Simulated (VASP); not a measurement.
Input:

```
CELL_PARAMETERS angstrom
      4.65735     0.00000     0.00000
      0.00000     4.65735     0.00000
      0.00000     0.00000     4.65735
ATOMIC_POSITIONS crystal
  Fe 0.86514 0.63486 0.36514
  Fe 0.36514 0.86514 0.63486
  Fe 0.13486 0.13486 0.13486
  Fe 0.63486 0.36514 0.86514
  Ge 0.15828 0.34172 0.65828
  Ge 0.65828 0.15828 0.34172
  Ge 0.84172 0.84172 0.84172
  Ge 0.34172 0.65828 0.15828
```
Starting moments (μB, in the order of the record's atoms Fe Fe Fe Fe Ge Ge Ge Ge): 1.1 1.1 1.1 1.1 -0.1 -0.1 -0.1 -0.1.

These are PBE GGA, VASP's PBE PAW potentials (set 64) (plane waves; VASP) values and carry that method's errors. Settings: 400 eV cut-off, Gaussian smearing of 0.050 eV, potentials Fe Ge_d.

### Question
Give the spin-up energies of bands 37 to 50 at the high-symmetry points, in eV from the Fermi level.

### Answer

| band | Γ | X | M | R | X1 |
|---|---|---|---|---|---|
| 37 | -2.01 | -2.04 | -1.74 | -1.30 | -2.04 |
| 38 | -2.01 | -2.04 | -1.74 | -1.30 | -2.04 |
| 39 | -2.01 | -1.56 | -1.61 | -1.30 | -1.56 |
| 40 | -0.84 | -1.56 | -1.61 | -1.30 | -1.56 |
| 41 | -0.84 | -1.04 | -1.38 | -1.04 | -1.04 |
| 42 | -0.82 | -1.04 | -1.38 | -1.04 | -1.04 |
| 43 | -0.82 | -0.71 | -1.01 | -1.04 | -0.71 |
| 44 | -0.82 | -0.71 | -1.01 | -1.04 | -0.71 |
| 45 | -0.26 | -0.54 | -0.08 | -0.37 | -0.54 |
| 46 | -0.26 | -0.54 | -0.08 | -0.37 | -0.54 |
| 47 | -0.26 | 0.91 | 0.24 | -0.37 | 0.91 |
| 48 | 1.87 | 0.91 | 0.24 | -0.37 | 0.91 |
| 49 | 1.87 | 0.95 | 1.53 | 4.44 | 0.95 |
| 50 | 1.87 | 0.95 | 1.53 | 4.44 | 0.95 |

### Question
Give the spin-down energies of bands 37 to 50 at the high-symmetry points, in eV from the Fermi level.

### Answer

```csv
band,Γ,X,M,R,X1
37,-1.38,-1.31,-0.83,-0.27,-1.31
38,-1.38,-1.31,-0.83,-0.27,-1.31
39,-1.38,-0.64,-0.57,-0.27,-0.64
40,0.14,-0.64,-0.57,-0.27,-0.64
41,0.14,0.01,-0.57,-0.17,0.01
42,0.14,0.01,-0.57,-0.17,0.01
43,0.28,0.32,0.05,-0.17,0.32
44,0.28,0.32,0.05,-0.17,0.32
45,0.99,0.65,0.97,0.83,0.65
46,0.99,0.65,0.97,0.83,0.65
47,0.99,1.77,1.24,0.83,1.77
48,2.34,1.77,1.24,0.83,1.77
49,2.34,1.89,2.22,4.48,1.89
50,2.34,1.89,2.22,4.48,1.89
```

It has no gap at this level: it comes out as a metal or semimetal.

The compound is FeGe in the B20 structure. It was relaxed first.
